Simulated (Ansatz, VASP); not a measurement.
HfGe4 in VASP and in Ansatz

```
CELL_PARAMETERS angstrom
-3.06981 3.06981 3.06981
3.06981 -3.06981 3.06981
3.06981 3.06981 -3.06981
ATOMIC_POSITIONS crystal
Hf 0.00000 0.00000 0.00000
Ge 0.00000 0.00000 0.50000
Ge 0.50000 0.00000 0.00000
Ge 0.50000 0.50000 0.50000
Ge 0.00000 0.50000 0.00000
```

Change from the starting cell: species swapped into the NiHg4 type (Im-3m, No. 229).

Alike in both runs: functional PBE; k mesh 10 × 10 × 10; occupations gaussian, width 0.1 eV; no spin polarisation.

Ansatz relaxed the structure, and its values are those at the end. VASP's run is a single point on that final structure, the one shown.

|  | VASP | Ansatz |
| --- | --- | --- |
| version | VASP 6.6.1 | Ansatz 0.2.0 |
| potentials or method | VASP PAW PBE potentials, release 64 (Hf_pv, Ge_d) | scalar-relativistic, plane waves, PAW |
| plane-wave cutoff (eV) | 520 | 420 |
| valence electrons in the cell | 66 | 82 |

|  | VASP | Ansatz | Ansatz less VASP |
| --- | --- | --- | --- |
| gap on the k mesh at the Fermi level (eV) | none | none | - |
| pressure (GPa) | 0.0 | 0.0 | +0.03 |

A gap of «none» marks a metal or a gap that the smearing closes. With one functional, cell and mesh, what is left measures potentials, basis and numerics. The two sets of potentials don't hold the same shells in valence.

The runs have no spin-orbit coupling, so splittings on Hf are missing.
